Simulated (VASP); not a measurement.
Here is the system:

```
CELL_PARAMETERS angstrom
      1.57590    -2.72954     0.00000
      1.57590     2.72954     0.00000
      0.00000     0.00000     3.59040
ATOMIC_POSITIONS crystal
  Mg 0.00000 0.00000 0.00000
  B  0.33333 0.66667 0.50000
  B  0.66667 0.33333 0.50000
```

Method: PBE GGA, VASP's PBE PAW potentials (set 64) (plane waves; VASP). Run with 520 eV cut-off, 8×8×6 Monkhorst-Pack mesh, first-order Methfessel-Paxton smearing of 0.10 eV, potentials Mg B.

Q: Give the stress tensor in GPa (positive for a compressed cell).

A: 
```
-11.20    0.00    0.00
  0.00  -11.20    0.00
  0.00    0.00   -6.48
```
The pressure is its mean diagonal, -9.63 GPa.

The compound is MgB2 in the AlB2 type structure. The cell was not relaxed at this level. The run is one of a series of settings (KPOINTS 8×8×6 Monkhorst-Pack mesh against the base run), some of them coarse on purpose.
